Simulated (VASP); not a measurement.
```
AlCo
1.0
    2.83621     0.00000     0.00000
    0.00000     2.83621     0.00000
    0.00000     0.00000     2.83621
Al Co
1 1
Direct
  0.50000   0.50000   0.50000
  0.00000   0.00000   0.00000
```

Calculation: rev-vdW-DF2, VASP's PBE PAW potentials (set 64) (plane waves; VASP). Run with 520 eV cut-off, 14×14×14 Γ-centred mesh, tetrahedra with Blöchl corrections, potentials Al Co.

Problem. Estimate the energy per atom (σ→0), band gap (on the k-mesh) with the smallest direct gap where there is one.

Solution. 
The band gap (on the k-mesh) is none (metal, semimetal or under 0.01 eV) and the energy per atom (σ→0) comes out as -4.385 eV/atom.

Only differences to runs with the same potentials and settings are physical.

The compound is CoAl in the CsCl type structure. It was relaxed first. The run is not spin-polarised, so no magnetic state was tried.
